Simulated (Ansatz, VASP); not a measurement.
## One calculation of ReTeOs3, two programs

```
Re Te Os
1.0
     4.73813    0.00000    0.00000
     0.00000    4.73813    0.00000
     0.00000    0.00000    4.73813
Re Te Os
1 1 3
Direct
  0.50000 0.50000 0.50000
  0.00000 0.00000 0.00000
  0.50000 0.50000 0.00000
  0.00000 0.50000 0.50000
  0.50000 0.00000 0.50000
```

Change from the starting cell: species swapped into the KVF3 type (Pm-3m, No. 221).

Alike in both runs: functional PBE; k mesh 8 × 8 × 8; occupations gaussian, width 0.1 eV; no spin polarisation.

Ansatz relaxed the structure, and its values are those at the end. VASP's run is a single point on that final structure, the one shown.

|  | VASP | Ansatz |
| --- | --- | --- |
| version | VASP 6.6.1 | Ansatz 0.2.0 |
| potentials or method | VASP PAW PBE potentials, release 64 (Re, Te, Os) | scalar-relativistic, plane waves, PAW |
| plane-wave cutoff (eV) | 520 | 420 |
| valence electrons in the cell | 37 | 79 |

```csv
,VASP,Ansatz,Ansatz less VASP
gap on the k mesh at the Fermi level (eV),none,none,-
pressure (GPa),-0.8,0.0,+0.77
```

A gap of «none» marks a metal or a gap that the smearing closes. With one functional, cell and mesh, what is left measures potentials, basis and numerics. The two sets of potentials don't hold the same shells in valence.

Spin-orbit coupling is left out, which matters for the levels of Os, Re, Te.
